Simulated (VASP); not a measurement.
# Cu3Pd (P4/mmm) in VASP: single point with LDA

Aim: the single point of Cu3Pd with LDA.

Program: VASP 6.6.1. These are calculated values, not measurements. Logs are shortened: lines on timing, memory, paths and dates and some standing lists are left out, and cuts for length are marked.

## Step 1: The crystal as given

It takes space group P4/mmm (No. 123, tetragonal). Conventional cell: a = 3.697 Å, b = 3.697 Å, c = 3.659 Å, α = 90.00°, β = 90.00°, γ = 90.00°. Around Cu (site symmetry mmm) lie 8 Cu at 2.60 to 2.61 Å and 4 Pd at 2.60 Å. Cu (site symmetry 4/mmm) is surrounded by 8 Cu at 2.60 Å and 4 Pd at 2.61 Å. Around Pd (site symmetry 4/mmm) lie 12 Cu at 2.60 to 2.61 Å.

## Step 2: Single point, LDA

Contents of INCAR:

```
SYSTEM = Cu3Pd
PREC = Accurate ; ENCUT = 520
EDIFF = 1E-7 ; ISMEAR = 1
SIGMA = 0.05 ; LREAL = .False.
LASPH = .True. ; NELM = 100
ALGO = Normal ; ISIF = 2
LWAVE = .False. ; LCHARG = .False.
GGA = CA ; NBANDS = 30
```

Contents of KPOINTS:

```
regular mesh
0
Gamma
  7 7 7
  0 0 0
```

Contents of POSCAR:

```
Cu3Pd
1.0
    3.6970000000      0.0000000000      0.0000000000
    0.0000000000      3.6970000000      0.0000000000
    0.0000000000      0.0000000000      3.6590000000
Cu Pd
3 1
Direct
    0.0000000000      0.5000000000      0.5000000000
    0.5000000000      0.0000000000      0.5000000000
    0.5000000000      0.5000000000      0.0000000000
    0.0000000000      0.0000000000      0.0000000000
```

Potentials or basis: VASP PAW LDA potentials, release 64 (Cu, Pd).

Started as:

```bash
cat potpaw_LDA.64/Cu/POTCAR potpaw_LDA.64/Pd/POTCAR > POTCAR
mpirun -np 1 vasp_std > vasp.out
```

OUTCAR:

```text
SYSTEM = Cu3Pd
   PREC = Accurate
   ENCUT = 520
   EDIFF = 1E-7
   ISMEAR = 1
   LREAL = .False.
   LASPH = .True.
   NELM = 100
   ISIF = 2
   GGA = CA

 ion  position               nearest neighbor table
   1  0.000  0.500  0.500-   3 2.60   4 2.60   3 2.60   4 2.60   4 2.60   4 2.60   3 2.60   3 2.60
                             2 2.61   2 2.61   2 2.61   2 2.61
   2  0.500  0.000  0.500-   3 2.60   4 2.60   3 2.60   4 2.60   3 2.60   3 2.60   4 2.60   4 2.60
                             1 2.61   1 2.61   1 2.61   1 2.61
   3  0.500  0.500  0.000-   1 2.60   2 2.60   1 2.60   2 2.60   2 2.60   2 2.60   1 2.60   1 2.60
                             4 2.61   4 2.61   4 2.61   4 2.61
   4  0.000  0.000  0.000-   1 2.60   2 2.60   1 2.60   2 2.60   1 2.60   1 2.60   2 2.60   2 2.60
                             3 2.61   3 2.61   3 2.61   3 2.61

  LATTYP: Found a simple tetragonal cell.
 ALAT       =     3.6970000000
 C/A-ratio  =     0.9897213957

  Lattice vectors:

 A1 = (   3.6970000000,   0.0000000000,   0.0000000000)
 A2 = (   0.0000000000,   3.6970000000,   0.0000000000)
 A3 = (   0.0000000000,   0.0000000000,   3.6590000000)

Analysis of symmetry for initial positions (statically):
=====================================================================
 Subroutine PRICEL returns:
 Original cell was already a primitive cell.

 Routine SETGRP: Setting up the symmetry group for a
 simple tetragonal supercell.

 Subroutine GETGRP returns: Found 16 space group operations
 (whereof 16 operations were pure point group operations)
 out of a pool of 16 trial point group operations.

The static configuration has the point symmetry D_4h.

Analysis of symmetry for dynamics (positions and initial velocities):
=====================================================================
 Subroutine PRICEL returns:
 Original cell was already a primitive cell.

 Routine SETGRP: Setting up the symmetry group for a
 simple tetragonal supercell.

 Subroutine GETGRP returns: Found 16 space group operations
 (whereof 16 operations were pure point group operations)
 out of a pool of 16 trial point group operations.

The dynamic configuration has the point symmetry D_4h.

 Subroutine INISYM returns: Found 16 space group operations
 (whereof 16 operations are pure point group operations),
 and found     1 'primitive' translations

----------------------------------------------------------------------------------------

                                     Primitive cell

  volume of cell :      50.0105

  direct lattice vectors                    reciprocal lattice vectors
     3.697000000  0.000000000  0.000000000     0.270489586  0.000000000  0.000000000
     0.000000000  3.697000000  0.000000000     0.000000000  0.270489586  0.000000000
     0.000000000  0.000000000  3.659000000     0.000000000  0.000000000  0.273298715

  length of vectors
     3.697000000  3.697000000  3.659000000     0.270489586  0.270489586  0.273298715

  position of ions in fractional coordinates (direct lattice)
     0.000000000  0.500000000  0.500000000
     0.500000000  0.000000000  0.500000000
     0.500000000  0.500000000  0.000000000
     0.000000000  0.000000000  0.000000000

  ion indices of the primitive-cell ions
   primitive index   ion index
                 1           1
                 2           2
                 3           3
                 4           4

----------------------------------------------------------------------------------------

 KPOINTS: regular mesh

Automatic generation of k-mesh.
 Grid dimensions read from file:
 generate k-points for:    7    7    7

 Generating k-lattice:

  Cartesian coordinates                     Fractional coordinates (reciprocal lattice)
     0.038641369  0.000000000  0.000000000     0.142857143  0.000000000  0.000000000
     0.000000000  0.038641369  0.000000000     0.000000000  0.142857143  0.000000000
     0.000000000  0.000000000  0.039042674     0.000000000  0.000000000  0.142857143

  Length of vectors
     0.038641369  0.038641369  0.039042674

  Shift w.r.t. Gamma in fractional coordinates (k-lattice)
     0.000000000  0.000000000  0.000000000

 Subroutine IBZKPT returns following result:
 ===========================================

 Found     40 irreducible k-points:

 Following reciprocal coordinates:
            Coordinates               Weight
  0.000000  0.000000  0.000000      1.000000
  0.142857  0.000000  0.000000      4.000000
  0.285714  0.000000  0.000000      4.000000
  0.428571  0.000000  0.000000      4.000000
  0.142857  0.142857  0.000000      4.000000
  0.285714  0.142857  0.000000      8.000000
[... 16 lines left out ...]
  0.285714  0.000000  0.285714      8.000000
  0.428571  0.000000  0.285714      8.000000
 [... further k-points ...]
   k-points           NKPTS =     40   k-points in BZ     NKDIM =     40   number of bands    NBANDS=     30
   number of dos      NEDOS =    301   number of ions     NIONS =      4
   total plane-waves  NPLWV =  21952
   dimension x,y,z NGX =    28 NGY =   28 NGZ =   28
   dimension x,y,z NGXF=    56 NGYF=   56 NGZF=   56
   ions per type =               3   1
   NGX,Y,Z   is equivalent  to a cutoff of  12.59, 12.59, 12.72 a.u.
   NGXF,Y,Z  is equivalent  to a cutoff of  25.18, 25.18, 25.44 a.u.
 SYSTEM =  Cu3Pd
   PREC   = accura    normal or accurate (medium, high low for compatibility)
   ISTART =      0    job   : 0-new  1-cont  2-samecut
   ICHARG =      2    charge: 1-file 2-atom 10-const
   ISPIN  =      1    spin polarized calculation?
   LNONCOLLINEAR =      F non collinear calculations
   LSORBIT =      F    spin-orbit coupling
   LASPH  =      T    aspherical Exc in radial PAW
   ENCUT  =  520.0 eV  38.22 Ry    6.18 a.u.   6.87  6.87  6.80*2*pi/ulx,y,z
   NELM   =    100;   NELMIN=  2; NELMDL= -5     # of ELM steps
   EDIFF  = 0.1E-06   stopping-criterion for ELM
   LREAL  =      F    real-space projection
   EDIFFG = 0.1E-05   stopping-criterion for IOM
   NSW    =      0    number of steps for IOM
   IBRION =     -1    ionic relax: 0-MD 1-quasi-New 2-CG
   NFREE  =      0    steps in history (QN), initial steepest desc. (CG)
   ISIF   =      2    stress and relaxation
   ISYM   =      2    0-nonsym 1-usesym 2-fastsym
   POTIM  = 0.5000    time-step for ionic-motion
   TEBEG  =    0.0;   TEEND  =   0.0 temperature during run
   PSTRESS=    0.0 pullay stress
   NELECT =      43.0000    total number of electrons
   NUPDOWN=      -1.0000    fix difference up-down
   EMIN   =  10.00;   EMAX   =-10.00  energy-range for DOS
   EFERMI =   0.00;   METHOD = LEGACY
   ISMEAR =     1;   SIGMA  =   0.05  broadening in eV -4-tet -1-fermi 0-gaus
   EFERMI_NEDOS =   21; number of points for ismear=-14 and -15
   IALGO  =     38    algorithm
   IMIX   =      4    mixing-type and parameters
     AMIX     =   0.40;   BMIX     =  1.00
     AMIX_MAG =   1.60;   BMIX_MAG =  1.00
  volume/ion in A,a.u.               =      12.50        84.37
  Fermi-wavevector in a.u.,A,eV,Ry     =   1.556720  2.941775 32.972054  2.423378
  Thomas-Fermi vector in A             =   2.660475
   LORBIT       =      0    0 simple, 1 ext, 2 COOP (PROOUT), +10 PAW based schemes
   GGA     = CA    functional components
   LHFCALC =     F    Hartree Fock is set to
   AEXX    =    0.0000 exact exchange contribution
   IVDW    =     0    specifies the selected vdW correction
   LEPSILON=     F    determine dielectric tensor
   LRPA    =     F    only Hartree local field effects (RPA)
 non-spin polarized calculation
 Methfessel and Paxton  Order N= 1 SIGMA  =   0.05
  energy-cutoff  :      520.00
  volume of cell :       50.01
 maximum number of plane-waves:      1358
 NGX is ok and might be reduce to    28
   NGX = 13   NGY = 13   NGZ = 13

 number of electron      43.0000093 magnetization

 Free energy of the ion-electron system (eV)
  ---------------------------------------------------
  ext. energy  EPLUGINS =         0.00000000
  ---------------------------------------------------
  free energy    TOTEN  =       -20.91686383 eV

  energy without entropy =      -20.91688296  energy(sigma->0) =      -20.91687021

 E-fermi :   7.8958     XC(G=0): -13.2297

 val. band max:        7.8773979716   @ k =   0.2857   0.2857   0.4286
 cond. band min:       7.9162233088   @ k =   0.1429   0.0000   0.2857
 fundamental gap:      0.0388253372
 Fermi energy:         7.8958371015

 k-point     1 :       0.0000    0.0000    0.0000
  band No.  band energies     occupation
      1      -0.7359      2.00000
      2       2.7525      2.00000
      3       2.7527      2.00000
      4       3.4678      2.00000
      5       3.4685      2.00000
      6       3.4685      2.00000
[... 22 lines left out ...]
     29      19.9523      0.00000
     30      20.0572      0.00000

 k-point     2 :       0.1429    0.0000    0.0000
  band No.  band energies     occupation
      1      -0.4898      2.00000
      2       2.8447      2.00000
      3       2.8689      2.00000
      4       3.5389      2.00000
      5       3.5528      2.00000
      6       3.5569      2.00000
[... 22 lines left out ...]
     29      19.5505      0.00000
     30      19.7216      0.00000

 k-point     3 :       0.2857    0.0000    0.0000
  band No.  band energies     occupation
      1       0.2229      2.00000
      2       2.9274      2.00000
      3       3.1660      2.00000
      4       3.7330      2.00000
      5       3.8064      2.00000
      6       3.8200      2.00000
[... 22 lines left out ...]
     29      18.7387      0.00000
     30      19.6088      0.00000

 k-point     4 :       0.4286    0.0000    0.0000
  band No.  band energies     occupation
      1       1.2994      2.00000
      2       2.4188      2.00000
      3       3.4591      2.00000
      4       3.9756      2.00000
      5       4.1749      2.00000
      6       4.1988      2.00000
[... 616 lines left out ...]
     29      19.1751      0.00000
     30      21.1888      0.00000

 k-point    23 :       0.2857    0.0000    0.2857
  band No.  band energies     occupation
      1       1.1086      2.00000
      2       3.3597      2.00000
      3       3.5130      2.00000
      4       3.9214      2.00000
      5       3.9826      2.00000
      6       4.0988      2.00000
[... 22 lines left out ...]
     29      19.3200      0.00000
     30      20.5988      0.00000

 k-point    24 :       0.4286    0.0000    0.2857
  band No.  band energies     occupation
      1       2.0390      2.00000
      2       3.0331      2.00000
      3       3.8431      2.00000
      4       4.0786      2.00000
      5       4.1317      2.00000
      6       4.3183      2.00000
[... 22 lines left out ...]
     29      20.5483      0.00000
     30      21.1194      0.00000

 [... further k-points ...]

------------------------ aborting loop because EDIFF is reached ----------------------------------------

  FORCE on cell =-STRESS in cart. coord.  units (eV):
  Direction    XX          YY          ZZ          XY          YZ          ZX
  --------------------------------------------------------------------------------------
  -------------------------------------------------------------------------------------
  Total       -2.9028716     -2.9028716     -2.9220328      0.0000000      0.0000000     -0.0000000
  in kB      -92.9987470    -92.9987470    -93.6126117      0.0000000      0.0000000     -0.0000000
  external PRESSURE =     -93.2033686 kB  Pullay stress =       0.0000000 kB

 VOLUME and BASIS-vectors are now :
 -----------------------------------------------------------------------------
  energy-cutoff  :      520.00
  volume of cell :       50.01
      direct lattice vectors                 reciprocal lattice vectors
     3.697000000  0.000000000  0.000000000     0.270489586  0.000000000  0.000000000
     0.000000000  3.697000000  0.000000000     0.000000000  0.270489586  0.000000000
     0.000000000  0.000000000  3.659000000     0.000000000  0.000000000  0.273298715

 POSITION                                       TOTAL-FORCE (eV/Angst)
 -----------------------------------------------------------------------------------
      0.00000      1.84850      1.82950         0.000000      0.000000      0.000000
      1.84850      0.00000      1.82950         0.000000      0.000000      0.000000
      1.84850      1.84850      0.00000         0.000000      0.000000      0.000000
      0.00000      0.00000      0.00000         0.000000      0.000000      0.000000
 -----------------------------------------------------------------------------------
    total drift:                                0.000000      0.000000      0.000000

  FREE ENERGIE OF THE ION-ELECTRON SYSTEM (eV)
  ---------------------------------------------------
  free  energy   TOTEN  =       -20.9168638342 eV

  energy  without entropy=      -20.9168829625  energy(sigma->0) =      -20.91687021
```

It took 34 s on 1 thread of Intel Xeon Platinum 8488C (Sapphire Rapids), shared host; peak memory 0.17 GiB.

Results:

```yaml
Free_energy: -20.9169 eV
Pressure: -9.3 GPa
Band_gap_on_the_k_mesh: none (metal or under the smearing width)
```

Levels at points of the mesh, in eV from the Fermi level:
```
           k point  band 19  band 20  band 21  band 22  band 23  band 24
(0.00, 0.00, 0.00)    -0.43    -0.39    -0.39     2.02     2.02     2.23
```
